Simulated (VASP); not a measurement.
Energy against volume of Li (bcc). Level of theory: PW91 GGA, VASP's PBE PAW potentials (set 64) (plane waves; VASP). Settings: 520 eV cut-off, 15×15×15 Γ-centred mesh, first-order Methfessel-Paxton smearing of 0.10 eV, potentials Li_sv.

```
V (Å³/atom)  E (eV/atom)
-----------  -----------
19.025          -1.88386
19.632          -1.88693
20.239          -1.88818
20.846          -1.88784
```

Fit these four points and predict the energy of the run at 21.454 Å³/atom.

A cubic in V^(−2/3), the third-order Birch-Murnaghan form, passes through the four points with V0 = 20.40 Å³/atom and B0 = 14 GPa, and gives -1.8861 eV/atom there. The run gave -1.8861 eV/atom, +0.0 meV/atom from the fit; all five points give B0 = 14 GPa.

The compound is Li in the bcc structure. It was relaxed first.
